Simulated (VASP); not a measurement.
All values below come from PBEsol GGA, VASP's PBE PAW potentials (set 64) (plane waves; VASP).

VASP input:

**INCAR**
```
SYSTEM  =  SiGe
PREC  =  Accurate; ENCUT  =  500; LREAL  =  F
LASPH  =  T
EDIFF  =  1E-6; NELM  =  100; ALGO  =  Normal
LMAXMIX  =  4
ISMEAR  =  1; SIGMA  =  0.1
GGA  =  PS
IBRION  =  2; NSW  =  40; ISIF  =  3
EDIFFG  =  -0.02; PSTRESS  =  450
LWAVE  =  F; LCHARG  =  F
```

### POSCAR
```
SiGe
1
    2.9163139704     0.0000000000     0.0000000000
    0.0000000000     2.9163139704     0.0000000000
    0.0000000000     0.0000000000     2.9163139704
Si Ge
1 1
Direct
  0.0000000000   0.0000000000   0.0000000000
  0.5000000000   0.5000000000   0.5000000000
```

KPOINTS:
```
kpoints
0
gamma
12 12 12
```

POTCAR, in this order: Si Ge_d (PBE.64 set). Program: vasp_std.

Output of the run:

OSZICAR:
```
       N       E                     dE             d eps       ncg     rms          rms(c)
DAV:   1     0.793937046931E+02    0.79394E+02   -0.91494E+03  2412   0.338E+03
DAV:   2    -0.226784960913E+01   -0.81662E+02   -0.78760E+02  2309   0.466E+02
DAV:   3    -0.900243503962E+01   -0.67346E+01   -0.66263E+01  2544   0.844E+01
DAV:   4    -0.910146996889E+01   -0.99035E-01   -0.98949E-01  2507   0.106E+01
DAV:   5    -0.910306787556E+01   -0.15979E-02   -0.15978E-02  2590   0.150E+00    0.443E+00
DAV:   6    -0.903570721239E+01    0.67361E-01   -0.38952E-02  2969   0.504E+00    0.246E+00
DAV:   7    -0.900310253627E+01    0.32605E-01   -0.23670E-02  2767   0.272E+00    0.171E-01
DAV:   8    -0.900223810318E+01    0.86443E-03   -0.16670E-03  2719   0.102E+00    0.877E-02
DAV:   9    -0.900222266628E+01    0.15437E-04   -0.70218E-05  2706   0.154E-01    0.168E-02
DAV:  10    -0.900221989375E+01    0.27725E-05   -0.50024E-06  2394   0.600E-02    0.278E-03
DAV:  11    -0.900221979490E+01    0.98855E-07   -0.17588E-07  1387   0.464E-03
   1 F= -.20358782E+01 E0= -.20361074E+01  d E =-.203588E+01
```

OUTCAR:
```
------------------------ aborting loop because EDIFF is reached ----------------------------------------
  FORCE on cell =-STRESS in cart. coord.  units (eV):
  Direction    XX          YY          ZZ          XY          YZ          ZX
  --------------------------------------------------------------------------------------
  Total        6.9441837      6.9441837      6.9441837      0.0000000      0.0000000     -0.0000000
  in kB      448.5686839    448.5686839    448.5686839      0.0000000      0.0000000     -0.0000000
  external PRESSURE =      -1.4313161 kB  Pullay stress =     450.0000000 kB
  volume of cell :       24.80
      direct lattice vectors                 reciprocal lattice vectors
     2.916313970  0.000000000  0.000000000     0.342898608  0.000000000  0.000000000
     0.000000000  2.916313970  0.000000000     0.000000000  0.342898608  0.000000000
     0.000000000  0.000000000  2.916313970     0.000000000  0.000000000  0.342898608
 POSITION                                       TOTAL-FORCE (eV/Angst)
 -----------------------------------------------------------------------------------
      0.00000      0.00000      0.00000         0.000000      0.000000      0.000000
      1.45816      1.45816      1.45816         0.000000      0.000000      0.000000
 -----------------------------------------------------------------------------------
    total drift:                                0.000000     -0.000000     -0.000000
  FREE ENERGIE OF THE ION-ELECTRON SYSTEM (eV)
  ---------------------------------------------------
  free  energy   TOTEN  =        -9.0022197949 eV

  energy  without entropy=       -9.0029075408  energy(sigma->0) =       -9.00244904
  enthalpy is  TOTEN    =        -2.0358781997 eV   P V=        6.9663415952

 reached required accuracy - stopping structural energy minimisation
```
(Selected blocks of OUTCAR.)

The structure was generated: SiGe was put into the CsCl type type (Pm-3m), which need not be its known phase. It was relaxed first under an external pressure of 45 GPa. VASP warned that the highest band is occupied, so more bands are needed.
